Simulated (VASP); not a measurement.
Consider the following.

```
CELL_PARAMETERS angstrom
      3.38792     0.00000     0.00000
      0.00000     3.38792     0.00000
      0.00000     0.00000     3.38792
ATOMIC_POSITIONS crystal
  Si 0.00000 0.00000 0.00000
  Ni 0.00000 0.50000 0.50000
  Ni 0.50000 0.00000 0.50000
  Ni 0.50000 0.50000 0.00000
```

Calculation: r2SCAN+rVV10, VASP's PBE PAW potentials (set 64) (plane waves; VASP). Numerical set-up: 520 eV cut-off, 9×9×9 Γ-centred mesh, first-order Methfessel-Paxton smearing of 0.10 eV, potentials Si Ni.

Task: Predict the energy per atom (σ→0), pressure, band gap (on the k-mesh) with the smallest direct gap where there is one.

Result: 
```json
{
 "band gap (on the k-mesh)": "none (metal, semimetal or under 0.01 eV)",
 "energy per atom (σ→0)": "-11.377 eV/atom",
 "pressure": "17.36 GPa"
}
```

The absolute energy has meaning only against runs of the same code, potentials and settings.

The compound is Ni3Si in the L1_2 structure. This cell is one point of a volume scan, at 0.94 of the reference volume. The run is not spin-polarised, so no magnetic state was tried.
